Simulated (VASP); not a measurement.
Here is the system:

```
HgSe
1.0
    0.00000     3.07296     3.07296
    3.07296     0.00000     3.07296
    3.07296     3.07296     0.00000
Hg Se
1 1
Cartesian
  0.00000   0.00000   0.00000
  4.60944   4.60944   4.60944
```

All values below come from PBEsol GGA, VASP's PBE PAW potentials (set 64) (plane waves; VASP). Settings: PREC = Normal, EDIFF = 1E-5, 400 eV cut-off, 8×8×8 Γ-centred mesh, Gaussian smearing of 0.050 eV, potentials Hg Se.

Unless said otherwise, spin-orbit coupling is left out, though it shifts the bands of the heavy elements here.

Task: Estimate the energy per atom (σ→0), band gap (on the k-mesh) with the smallest direct gap where there is one.

Result: 
band gap (on the k-mesh): none (metal, semimetal or under 0.01 eV)
energy per atom (σ→0): -2.404 eV/atom

Total energies compare only between runs with the same potentials, cut-off and functional.

The compound is HgSe in the zinc blende structure. It was relaxed first.
